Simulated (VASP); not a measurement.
```
O2Si
1.0
    4.19855     0.00000     0.00000
    0.00000     4.19855     0.00000
    0.00000     0.00000     2.68440
Si O
2 4
Cartesian
  0.00000   0.00000   0.00000
  2.09928   2.09928   1.34220
  1.28456   1.28456   0.00000
  3.38384   0.81471   1.34220
  0.81471   3.38384   1.34220
  2.91399   2.91399   0.00000
```

The numbers are results of PBE GGA, VASP's PBE PAW potentials (set 64) (plane waves; VASP), not measurements. Run with 620 eV cut-off, 5×5×8 Γ-centred mesh, Gaussian smearing of 0.050 eV, potentials Si O.

Q: The ions, cell shape and volume at an external pressure of 10.0 GPa are relaxed. What does this cell relax into?

A: 
```
O2Si
1.0
    4.17345     0.00000     0.00000
    0.00000     4.17345     0.00000
    0.00000     0.00000     2.67287
Si O
2 4
Direct
  0.00000   0.00000   0.00000
  0.50000   0.50000   0.50000
  0.30527   0.30527   0.00000
  0.80527   0.19473   0.50000
  0.19473   0.80527   0.50000
  0.69473   0.69473   0.00000
```
Space group P4_2/mnm (136), at a tolerance of 0.03 Å.

Q: How do energy and volume change from the first to the last step?

A: The energy (σ→0) changes by +5.9 meV/atom and the volume by -1.6 %, in 5 ionic steps.

```json
[
 {"step": "1", "E(σ→0) (eV)": "-46.3178", "max force (eV/Å)": "0.004", "pressure (GPa)": "5.03", "volume (Å³)": "47.32"},
 {"step": "2", "E(σ→0) (eV)": "-46.2041", "max force (eV/Å)": "0.238", "pressure (GPa)": "17.36", "volume (Å³)": "45.66"},
 {"step": "3", "E(σ→0) (eV)": "-46.2851", "max force (eV/Å)": "0.100", "pressure (GPa)": "9.98", "volume (Å³)": "46.62"},
 {"step": "4", "E(σ→0) (eV)": "-46.2819", "max force (eV/Å)": "0.023", "pressure (GPa)": "10.00", "volume (Å³)": "46.55"},
 {"step": "5", "E(σ→0) (eV)": "-46.2822", "max force (eV/Å)": "0.013", "pressure (GPa)": "9.99", "volume (Å³)": "46.56"}
]
```

The compound is SiO2 in the rutile structure, stishovite, a high-pressure form. This run relaxes it under an external pressure of 10 GPa. Symmetry was kept, so distortions that lower it aren't found.
